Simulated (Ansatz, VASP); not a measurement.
# ZrC in two plane-wave programs, part 2 of 2

Wanted: the spread between two codes on one cell, functional and k mesh. The cell is generated by rule, not measured, and may not be a known phase. Of the first pair: The two relaxations start from unlike cells of this crystal (the structure described is Ansatz's start), so only their ends are compared.

VASP 6.6.1 and Ansatz 0.2.0.

So far: The starting structure; VASP: relaxation of cell and atoms, LDA, pair 1; Ansatz: relaxation of cell and atoms, LDA, pair 1; Differences; Ansatz: relaxation of cell and atoms, LDA, pair 2.

### 6. VASP: relaxation of cell and atoms, LDA, pair 2

Level of this step: LDA; plane waves and PAW (Zr_sv, C); invented cell (VASP).

The same cell, functional (in two slightly different forms), mesh and smearing now go to VASP, with its own data sets.

Contents of INCAR:

```
SYSTEM = ZrC
PREC = Accurate
ENCUT = 600
EDIFF = 1E-07
NELM = 120
ISMEAR = 0
SIGMA = 0.1
LREAL = .FALSE.
ALGO = Normal
GGA = PW92
NBANDS = 14
LASPH = .TRUE.
LORBIT = 11
LWAVE = .FALSE.
LCHARG = .FALSE.
ISIF = 3
IBRION = 2
NSW = 80
EDIFFG = -0.005
GGA_COMPAT = .FALSE.
NELMIN = 4
KPAR = 2
```

Contents of POSCAR:

```
ZrC
1.0
    2.8693330000      0.0000000000      0.0000000000
    0.0000000000      2.8693330000      0.0000000000
    0.0000000000      0.0000000000      2.8693330000
Zr C
1 1
Direct
    0.0000000000      0.0000000000      0.0000000000
    0.5000001743      0.5000001743      0.5000001743
```

Contents of KPOINTS:

```
Automatic mesh
0
Gamma
12 12 12
0 0 0
```

PAW data sets: Zr_sv and C (LDA family, release 64).

Run with:

```sh
mpirun -np 2 vasp_std
```

Numbers of over 12 decimals in the logs are rounded to 6 here.

Log:

```text
[banner, memory and clock lines left out]
running    2 mpi-ranks, on    1 nodes
[...]
[... a notice as in an earlier step ...]

 LDA part: xc-table for (Slater(with rela. corr.)+PW92), standard interpolation
 POSCAR, INCAR and KPOINTS ok, starting setup
[...]
entering main loop
       N       E                     dE             d eps       ncg     rms          rms(c)
DAV:   1     0.114074571344E+03    0.11407E+03   -0.97302E+03  2360   0.131E+03
DAV:   2    -0.173801759668E+02   -0.13145E+03   -0.12322E+03  2940   0.321E+02
DAV:   3    -0.222720739536E+02   -0.48919E+01   -0.48091E+01  3406   0.548E+01
DAV:   4    -0.223794289916E+02   -0.10736E+00   -0.10732E+00  2860   0.775E+00
[...]
DAV:  12    -0.188658732513E+02    0.66918E-05   -0.19510E-05  2816   0.314E-02    0.212E-02
DAV:  13    -0.188658705518E+02    0.26995E-05   -0.33473E-06  2862   0.198E-02    0.259E-03
DAV:  14    -0.188658705947E+02   -0.42939E-07   -0.31806E-07  2976   0.482E-03
   1 F= -.18865871E+02 E0= -.18859821E+02  d E =-.188659E+02
[...]
DAV:   9    -0.188658011363E+02   -0.80422E-09   -0.13374E-08  1542   0.116E-03
   2 F= -.18865801E+02 E0= -.18859651E+02  d E =0.694584E-04
 trial-energy change:    0.000069  1 .order    0.000070   -0.000446    0.000586
 step:   0.4322(harm=  0.4322)  dis= 0.00000  next Energy=   -18.865967 (dE=-0.964E-04)
[...]
N       E                     dE             d eps       ncg     rms          rms(c)
DAV:   1    -0.188671572812E+02   -0.13561E-02   -0.33319E-02  3102   0.187E+00    0.409E-01
DAV:   2    -0.188661929394E+02    0.96434E-03   -0.25353E-03  2896   0.595E-01    0.121E-01
DAV:   3    -0.188659693760E+02    0.22356E-03   -0.53990E-04  2874   0.170E-01    0.456E-02
DAV:   4    -0.188659428655E+02    0.26510E-04   -0.25756E-04  3786   0.142E-01    0.459E-02
DAV:   5    -0.188659607329E+02   -0.17867E-04   -0.11060E-05  3234   0.306E-02    0.133E-02
DAV:   6    -0.188659673328E+02   -0.65999E-05   -0.17643E-05  3224   0.260E-02    0.560E-03
DAV:   7    -0.188659674940E+02   -0.16123E-06   -0.50801E-07  2682   0.666E-03    0.407E-03
DAV:   8    -0.188659675878E+02   -0.93738E-07   -0.11172E-07  2572   0.355E-03
   3 F= -.18865968E+02 E0= -.18859874E+02  d E =-.969931E-04
[...]
reached required accuracy - stopping structural energy minimisation
```

Parts of OUTCAR (step 6):

```text
  Total       -0.0002513     -0.0002513     -0.0002513      0.0000000      0.0000000     -0.0000000
  in kB       -0.0170019     -0.0170019     -0.0170019      0.0000000      0.0000000     -0.0000000
  external PRESSURE =      -0.0170019 kB  Pullay stress =       0.0000000 kB

 POSITION                                       TOTAL-FORCE (eV/Angst)
 -----------------------------------------------------------------------------------
      0.00000      0.00000      0.00000         0.000000      0.000000      0.000000
      1.43584      1.43584      1.43584        -0.000000     -0.000000      0.000000
 -----------------------------------------------------------------------------------
    total drift:                               -0.000112     -0.000112     -0.000112

  FREE ENERGIE OF THE ION-ELECTRON SYSTEM (eV)
  ---------------------------------------------------
  free  energy   TOTEN  =       -18.8659675878 eV

  energy  without entropy=      -18.8537799937  energy(sigma->0) =      -18.85987379

[... 1 part as in an earlier step ...]

[... 3 further parts left out ...]
[key lines of the parts left out:]
E-fermi :  10.8943
```

### 7. Side by side

Both answers:

```csv
quantity,Ansatz,VASP,difference
volume (Å³),23.66,23.68,-0.10 %
"edge a after relaxation, in the typed setting (Å)",2.871,2.872,-0.03 %
```

### 8. VASP: relaxation of cell and atoms, LDA, pair 3

The relaxed volume is the usual yardstick between codes: in a stiff, nearly cubic crystal its relative difference is about their pressure difference at one cell divided by the bulk modulus. This pair takes another cell of the material, with 4 atoms against 2 for the pair before.

INCAR, as its differences from that of step 6:

```diff
@@ -5,4 +5,4 @@
 NELM = 120
-ISMEAR = 0
-SIGMA = 0.1
+ISMEAR = 1
+SIGMA = 0.15
 LREAL = .FALSE.
@@ -10,3 +10,3 @@
 GGA = PW92
-NBANDS = 14
+NBANDS = 22
 LASPH = .TRUE.
```

Contents of POSCAR:

```
ZrC
1.0
    4.2575830000      0.0000000000      0.0000000000
    0.0000000000      4.2575830000      0.0000000000
    0.0000000000      0.0000000000      2.7862960000
Zr C
2 2
Direct
    0.4999998826      0.4999998826      0.0000000000
    0.0000000000      0.0000000000      0.0000000000
    0.0000000000      0.4999998826      0.6882133126
    0.4999998826      0.0000000000      0.3117863285
```

Contents of KPOINTS:

```
Automatic mesh
0
Gamma
10 10 14
0 0 0
```

Run with:

```sh
mpirun -np 2 vasp_std
```

Log:

```text
[banner, memory and clock lines left out]
running    2 mpi-ranks, on    1 nodes
[...]
[... a notice as in an earlier step ...]

 LDA part: xc-table for (Slater(with rela. corr.)+PW92), standard interpolation
 POSCAR, INCAR and KPOINTS ok, starting setup
[...]
entering main loop
       N       E                     dE             d eps       ncg     rms          rms(c)
DAV:   1     0.290303129980E+03    0.29030E+03   -0.18868E+04  7392   0.164E+03
DAV:   2    -0.208531010123E+02   -0.31116E+03   -0.29598E+03  8412   0.420E+02
DAV:   3    -0.439569310972E+02   -0.23104E+02   -0.22552E+02 13130   0.938E+01
DAV:   4    -0.446781729488E+02   -0.72124E+00   -0.72007E+00  9466   0.161E+01
[...]
DAV:  12    -0.384863696414E+02    0.35135E-05   -0.88574E-05  9348   0.668E-02    0.215E-02
DAV:  13    -0.384863677518E+02    0.18896E-05   -0.49778E-06 11058   0.148E-02    0.254E-03
DAV:  14    -0.384863676526E+02    0.99134E-07   -0.48603E-07  7740   0.356E-03
   1 F= -.38486368E+02 E0= -.38486025E+02  d E =-.384864E+02
[... from here on, the cycles between the ionic steps are left out ...]
   2 F= -.38486572E+02 E0= -.38486247E+02  d E =-.204068E-03
   3 F= -.38486578E+02 E0= -.38486250E+02  d E =-.210445E-03
   4 F= -.38486578E+02 E0= -.38486251E+02  d E =-.210411E-03
   5 F= -.38486588E+02 E0= -.38486265E+02  d E =-.103849E-04
   6 F= -.38486590E+02 E0= -.38486267E+02  d E =-.114416E-04
   7 F= -.38486596E+02 E0= -.38486273E+02  d E =-.607358E-05
   8 F= -.38486609E+02 E0= -.38486287E+02  d E =-.191203E-04
[...]
reached required accuracy - stopping structural energy minimisation
```

From OUTCAR (step 8):

```text
  Total        0.0153491      0.0153491      0.0048518      0.0000000      0.0000000      0.0000000
  in kB        0.4860938      0.4860938      0.1536522      0.0000000      0.0000000      0.0000000
  external PRESSURE =       0.3752799 kB  Pullay stress =       0.0000000 kB

 POSITION                                       TOTAL-FORCE (eV/Angst)
 -----------------------------------------------------------------------------------
      2.12805      2.12805      0.00000        -0.000000      0.000000      0.000000
      0.00000      0.00000      2.79285         0.000000      0.000000      0.000000
      0.00000      2.12805      1.92391         0.000000      0.000000      0.002672
      2.12805      0.00000      0.86894         0.000000      0.000000     -0.002672
 -----------------------------------------------------------------------------------
    total drift:                                0.000928      0.000928      0.000296

  FREE ENERGIE OF THE ION-ELECTRON SYSTEM (eV)
  ---------------------------------------------------
  free  energy   TOTEN  =       -38.4866086252 eV

  energy  without entropy=      -38.4856449213  energy(sigma->0) =      -38.48628739

[... 1 part as in an earlier step ...]

[... 3 further parts left out ...]
[key lines of the parts left out:]
E-fermi :   9.9129
```

### 9. Ansatz: relaxation of cell and atoms, LDA, pair 3

The same cell, functional (in two slightly different forms), mesh and smearing now go to Ansatz, which takes its cutoff from its data sets.

The cell is taken from a series of runs on this material, whose earlier steps may have relaxed, scaled, displaced or heated it; both programs get it as it stands.

Contents of input.yaml:

```yaml
crystal:
  lattice:
    - [4.2575825839, 0.0, 0.0]
    - [0.0, 4.2575825839, 0.0]
    - [0.0, 0.0, 2.7862955342]
  atoms:
    - { symbol: Zr, position: [0.5, 0.5, 0.0] }
    - { symbol: Zr, position: [0.0, 0.0, 0.0] }
    - { symbol: C, position: [0.0, 0.5, 0.688213458] }
    - { symbol: C, position: [0.5, 0.0, 0.311786542] }
kpoints:
  mp_grid: { grid: [10, 10, 14] }
hamiltonian:
  xc: lda
scf:
  occupations: { method: methfessel_paxton, width: 0.15 }
output:
  forces: true
  stress: true
  eigenvalues: true
relax:
  adjacent_minimum: "off"
  f_tol: 0.001
  max_steps: 60
  cell: { stress_tol: 0.01 }
```

Run with:

```sh
ansatz run input.yaml --threads 4 --pin off --max-ram 7168MiB --backend cpu --events-out ev --progress --plain --runs-dir out
```

Log:

```text
[...]
Crystal: 4 atoms, lattice volume = 50.507 Å³
Basis set: ecut = 420 eV, 1009 PW (Γ)
Bands: 20, of which v1, the nominal top of the filled ones, is band 16 counted from 1 (15 counted from 0)
Symmetry: 16 space group operations
[...]
k-points: 168 of 1400
[...]
--- Relaxed structure (5 steps of the walk, 4 accepted, 1 SCFs on fresh bases) ---
[...]
cell:  # Å, volume = 50.5823 Å³
    - [4.255144, 0, 0.0]
    - [0, 4.255144, 0.0]
    - [0.0, 0.0, 2.793635]
  atoms:
    - { symbol: Zr, position: [0.5, 0.5, 0] }
    - { symbol: Zr, position: [0, 0, 0] }
    - { symbol: C, position: [0, 0.5, 0.689928] }
    - { symbol: C, position: [0.5, 0, 0.310072] }
[key lines of the parts left out:]
SCF converged after 4 iterations
Free energy (F): -8640.565422 eV
Fermi energy:    15.194856 eV
P = ⅓ Tr σ = 0.0004 GPa (0.004 kbar)
```

### 10. Differences

Compared:

```csv
quantity,Ansatz,VASP,difference
volume (Å³),50.58,50.59,-0.02 %
"edge a after relaxation, in the typed setting (Å)",4.255,4.256,-0.02 %
"edge c after relaxation, in the typed setting (Å)",2.794,2.793,+0.03 %
```

### 11. Results

```
difference in volume (relaxation of cell and atoms, LDA, pair 1)                                        : -0.12 %
difference in volume (relaxation of cell and atoms, LDA, pair 2)                                        : -0.10 %
difference in edge c after relaxation, in the typed setting (relaxation of cell and atoms, LDA, pair 3) : 0.029 %
```

What this shows: The difference in volume is -0.12 % (relaxation of cell and atoms, LDA, pair 1), within the 1.2 % picked in this series as the mark of a large difference, as far as the stopping tolerances let one tell. 5 further runs of this series are not shown here. Such differences can come from data sets, numerical settings and the points named under the comparisons, not from the functional's error against experiment.

[Lines on the potential files, build, host, timing and source positions are cut from VASP's logs without a mark.]

[Logs are printed without paths, hosts, clocks, repeated set-up lines and the standing remarks that a program may print on its own settings, such as how far it seeks lower states.]

[Hosts, paths, dates, database ids (printed as entryN), source tags and the programs' standing remarks are cut or masked in the printed files.]
